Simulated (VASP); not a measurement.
Computed with HSE06 screened hybrid, VASP's PBE PAW potentials (set 64) (plane waves; VASP 6.6.1).

VASP input:

POSCAR:
```
In31SnP32
1
   11.9995217332     0.0000000000     0.0000000000
    0.0000000000    11.9995217332     0.0000000000
    0.0000000000     0.0000000000    11.9995217332
In P Sn
31 32 1
Direct
  0.4999146722   0.0002509372   0.0002884043
  0.7503373469   0.2495497157   0.0005916178
  0.7504536678   0.0002007443   0.2498392619
  0.9999545678   0.0000010272   0.9999319377
  0.2499464524   0.2496650293   0.0002279609
  0.4998410162   0.4999060582   0.0002471265
  0.7504000742   0.7504876771   0.9995823156
  0.2498052574   0.0002088235   0.2498932518
  0.4979151062   0.2493583397   0.2494387096
  0.7506758256   0.5024328982   0.2494754695
  0.4999426104   0.0000922985   0.4999180395
  0.7506119779   0.2493424937   0.5023812456
  0.7503745944   0.9997464243   0.7503986872
  0.9998430987   0.5000223602   0.0004515416
  0.2495744489   0.7505065051   0.0006543297
  0.9999199398   0.2497343677   0.2497356611
  0.2493382588   0.4977383286   0.2494229174
  0.5023906514   0.7507317480   0.2494149436
  0.9997805693   0.0000205003   0.5000084551
  0.2493040458   0.2493016653   0.4977854299
  0.7505898338   0.7506578107   0.4978712080
  0.2496091865   0.0003680563   0.7504326607
  0.5023428815   0.2493029755   0.7507117335
  0.7508435888   0.4974179722   0.7508780397
  0.0003154146   0.7505978531   0.2498206136
  0.0000664908   0.5000530941   0.4999011258
  0.2492702542   0.7507719528   0.5023902156
  0.0004848658   0.2495739037   0.7504325515
  0.2489948215   0.5025833801   0.7509792188
  0.4976440392   0.7508228562   0.7509472159
  0.9995781724   0.7505152487   0.7502296714
  0.6249119329   0.1255389914   0.1259434060
  0.8742615585   0.3750789424   0.1259414140
  0.8743293675   0.1257578413   0.3750808007
  0.1249583847   0.1249874006   0.1250319734
  0.3752076261   0.3750276817   0.1246432195
  0.6249991453   0.6250800651   0.1243011443
  0.8750470151   0.8750790554   0.1249880874
  0.3752534230   0.1245699367   0.3751165297
  0.6232521963   0.3768568070   0.3768726231
  0.8756988043   0.6251770124   0.3751409786
  0.6248942805   0.1242404721   0.6250009248
  0.8758722536   0.3748751231   0.6250778625
  0.8750091463   0.1248881210   0.8750932793
  0.1255534453   0.6248887216   0.1259423596
  0.3751439983   0.8745657299   0.1259683874
  0.1243873567   0.3750710020   0.3750988066
  0.3766626436   0.6233756386   0.3767316228
  0.6250606717   0.8756684665   0.3752196058
  0.1256202168   0.1254968644   0.6248696532
  0.3763062290   0.3765555691   0.6237301057
  0.6235540061   0.6234957147   0.6237884110
  0.8742365805   0.8744716065   0.6249251250
  0.3749998380   0.1256413286   0.8744930439
  0.6250793777   0.3747655525   0.8760215600
  0.8744472482   0.6250237252   0.8744231351
  0.1257129239   0.8746000448   0.3751440351
  0.1241255863   0.6251986334   0.6250432333
  0.3750510404   0.8757797928   0.6250392656
  0.1256348329   0.3749703116   0.8747860715
  0.3747903156   0.6252605860   0.8760454473
  0.6250119054   0.8746343331   0.8745281722
  0.1248985690   0.8750885021   0.8750886581
  0.4998163493   0.5000883812   0.5005044971
```

KPOINTS:
```
Automatic mesh
0
Gamma
1 1 1
0 0 0
```

INCAR:
```
SYSTEM = In31SnP32
PREC = Normal; ENCUT = 400; LREAL = Auto
LASPH = .True.; ISYM = 0; NELECT = 256.0
EDIFF = 1E-5; NELM = 50; NELMIN = 4
ALGO = Normal; LMAXMIX = 4
ISMEAR = 0; SIGMA = 0.05
GGA = PE; LHFCALC = .True.; AEXX = 0.25
HFSCREEN = 0.2; PRECFOCK = Fast
ISIF = 0
LWAVE = .False.; LCHARG = .False.
```

POTCAR, in this order: In P Sn (PBE.64 set). Program: vasp_gam. Read from the step before: WAVECAR.

The resulting files:

**OSZICAR**
```
       N       E                     dE             d eps       ncg     rms          rms(c)
DAV:   1    -0.320246661064E+03   -0.32025E+03   -0.15080E+01   322   0.717E+00    0.125E+01
DAV:   2    -0.320403871457E+03   -0.15721E+00   -0.73423E-01   395   0.136E+00    0.857E+00
DAV:   3    -0.320370417947E+03    0.33454E-01   -0.26137E-02   371   0.286E-01    0.502E+00
DAV:   4    -0.320354284598E+03    0.16133E-01   -0.97765E-03   371   0.153E-01    0.278E+00
DAV:   5    -0.320348688444E+03    0.55962E-02   -0.36563E-03   363   0.872E-02    0.149E+00
DAV:   6    -0.320346618270E+03    0.20702E-02   -0.83498E-04   371   0.456E-02    0.792E-01
DAV:   7    -0.320345848227E+03    0.77004E-03   -0.26979E-04   356   0.280E-02    0.416E-01
DAV:   8    -0.320345577439E+03    0.27079E-03   -0.10331E-04   364   0.181E-02    0.212E-01
DAV:   9    -0.320345487264E+03    0.90175E-04   -0.35272E-05   252   0.109E-02    0.108E-01
DAV:  10    -0.320345459493E+03    0.27771E-04   -0.16532E-05   236   0.809E-03    0.520E-02
DAV:  11    -0.320345452476E+03    0.70174E-05   -0.74794E-06   219   0.519E-03
   1 F= -.32034545E+03 E0= -.32034545E+03  d E =-.870772E-11
```

File OUTCAR:
```
------------------------ aborting loop because EDIFF is reached ----------------------------------------
  volume of cell :     1727.79
      direct lattice vectors                 reciprocal lattice vectors
    11.999521733  0.000000000  0.000000000     0.083336655  0.000000000  0.000000000
     0.000000000 11.999521733  0.000000000     0.000000000  0.083336655  0.000000000
     0.000000000  0.000000000 11.999521733     0.000000000  0.000000000  0.083336655
  FREE ENERGIE OF THE ION-ELECTRON SYSTEM (eV)
  ---------------------------------------------------
  free  energy   TOTEN  =      -320.3454524756 eV

  energy  without entropy=     -320.3454524756  energy(sigma->0) =     -320.34545248

  exchange ACFDT corr.  =         0.00000000  see jH, gK, PRB 81, 115126
```
(Selected blocks of OUTCAR.)

The cell is charged, with a uniform compensating background. The supercell is sampled at Γ alone, which is coarse: total energies, pressure and levels can be off, energies of defects by several tenths of an eV.

The cell is a supercell with a defect, built from InP (zinc blende): Sn_In, charge +1. The cell's shape comes from a PBE relaxation. The run is not spin-polarised, so no state with unpaired spins was tried.
